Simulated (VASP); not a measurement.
```yaml
crystal:
  lattice:
    - [6.31486, 0.00000, 0.00000]
    - [0.00000, 6.31486, 0.00000]
    - [0.00000, 0.00000, 6.31486]
  atoms:
    - { symbol: Cd, position: [0.01519, 0.98481, 0.98481] }
    - { symbol: Cd, position: [0.48481, 0.51519, 0.98481] }
    - { symbol: Cd, position: [0.48481, 0.98481, 0.51519] }
    - { symbol: Cd, position: [0.01519, 0.51519, 0.51519] }
    - { symbol: Te, position: [0.25000, 0.25000, 0.25000] }
    - { symbol: Te, position: [0.75000, 0.75000, 0.25000] }
    - { symbol: Te, position: [0.75000, 0.25000, 0.75000] }
    - { symbol: S, position: [0.25000, 0.75000, 0.75000] }
```

Calculation: PBEsol GGA, VASP's PBE PAW potentials (set 64) (plane waves; VASP 6.6.1). Settings: 400 eV cut-off, 4×4×4 Γ-centred mesh, tetrahedra with Blöchl corrections, potentials Cd Te S.

The cores are frozen, which limits the accuracy of field gradients.

### Question
Give the principal components of the electric field gradient (V/Å²) and the asymmetry η at each nucleus.

### Answer

| atom | Vxx | Vyy | Vzz | η |
|---|---|---|---|---|
| Cd1 | 3.9 | 3.9 | -7.8 | 0.00 |
| Cd2 | 3.9 | 3.9 | -7.8 | 0.00 |
| Cd3 | 3.9 | 3.9 | -7.8 | 0.00 |
| Cd4 | 3.9 | 3.9 | -7.8 | 0.00 |
| Te5 | 48.2 | 48.2 | -96.3 | 0.00 |
| Te6 | 48.2 | 48.2 | -96.3 | 0.00 |
| Te7 | 48.2 | 48.2 | -96.3 | 0.00 |
| S8 | 0.0 | 0.0 | 0.0 | - |

The structure was generated: Cd4STe3 was put into an ordered model structure (P-43m), which need not be its known phase. It was relaxed first.
